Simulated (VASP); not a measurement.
Consider the following.

```xyz
3
Lattice="0.0000 2.8473 2.8473 2.8473 0.0000 2.8473 2.8473 2.8473 0.0000" Properties=species:S:1:pos:R:3 pbc="T T T"
O      2.8473     5.6946     2.8473
Al     1.4236     1.4236     1.4236
Al     4.2709     4.2709     4.2709
```

Calculation: HSE06 screened hybrid, VASP's PBE PAW potentials (set 64) (plane waves; VASP). Run with 500 eV cut-off, 6×6×6 Γ-centred mesh, Gaussian smearing of 0.050 eV, potentials O Al.

### Question
Give the stress tensor in GPa (positive for a compressed cell).

### Answer

```
-1.18   0.00   0.00
 0.00  -1.18   0.00
 0.00   0.00  -1.18
```
The pressure is its mean diagonal, -1.18 GPa.

The structure comes from a measured Al2O entry (Fm-3m) of the Crystallography Open Database, whose conditions weren't checked. It was relaxed first, which changed the volume by +50 %. The k-mesh is coarse (spacing up to 0.32 per Å, 2π included), so the numbers may not be converged in it. The cell's shape comes from a PBE relaxation.
